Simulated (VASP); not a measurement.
# LiMo: band structure with AM05

Crystal: LiMo.

```
Li Mo
1.0
     2.67346    0.00000    0.00000
    -1.33673    2.31528    0.00000
     0.00000    0.00000    5.00471
Li Mo
1 1
Direct
  0.00000 0.00000 0.00000
  0.33333 0.66667 0.50000
```

The cell was built by a generator and needn't be a form met in nature.

```
Program                : VASP 6.6.1
Task                   : band structure
Functional             : AM05
Potentials or basis    : VASP PAW PBE potentials, release 64 (Li_sv, Mo_sv)
Cutoff                 : 520 eV
k mesh                 : 11 × 11 × 6
Occupations            : fermi-dirac, width 0.05 eV
Spin                   : no spin polarisation
Further INCAR settings : ALGO = Normal; EDIFF = 1e-06
```

```json
{
 "Band gap along the path": "none (metal or under the smearing width)"
}
```

Levels at the corners of the path, in eV from the Fermi level:
| point | band 7 | band 8 | band 9 | band 10 | band 11 | band 12 |
| --- | --- | --- | --- | --- | --- | --- |
| Γ | -3.16 | -0.27 | -0.27 | -0.25 | 2.98 | 2.98 |
| M | -2.95 | -0.70 | 1.83 | 2.24 | 5.31 | 5.76 |
| M | -2.95 | -0.70 | 1.83 | 2.24 | 5.31 | 5.76 |
| K | -1.31 | -0.95 | -0.87 | 0.10 | 4.18 | 5.99 |
| K | -1.31 | -0.95 | -0.87 | 0.10 | 4.18 | 5.99 |
| Γ | -3.16 | -0.27 | -0.27 | -0.25 | 2.98 | 2.98 |
| Γ | -3.16 | -0.27 | -0.27 | -0.25 | 2.98 | 2.98 |
| A | -2.34 | -2.20 | -0.27 | -0.27 | 2.96 | 2.96 |
| A | -2.34 | -2.20 | -0.27 | -0.27 | 2.96 | 2.96 |
| L | -3.08 | 0.77 | 1.68 | 1.77 | 3.04 | 5.31 |
| L | -3.08 | 0.77 | 1.68 | 1.77 | 3.04 | 5.31 |
| H | -1.42 | -0.93 | -0.79 | 1.15 | 3.60 | 5.60 |
| H | -1.42 | -0.93 | -0.79 | 1.15 | 3.60 | 5.60 |
| A | -2.34 | -2.20 | -0.27 | -0.27 | 2.96 | 2.96 |
| L | -3.08 | 0.77 | 1.68 | 1.77 | 3.04 | 5.31 |
| M | -2.95 | -0.70 | 1.83 | 2.24 | 5.31 | 5.76 |
| K | -1.31 | -0.95 | -0.87 | 0.10 | 4.18 | 5.99 |
| H | -1.42 | -0.93 | -0.79 | 1.15 | 3.60 | 5.60 |

Run time: 24 s on 1 thread of Intel(R) Xeon(R) 6975P-C (Granite Rapids) (shared host), peak memory 0.22 GiB.
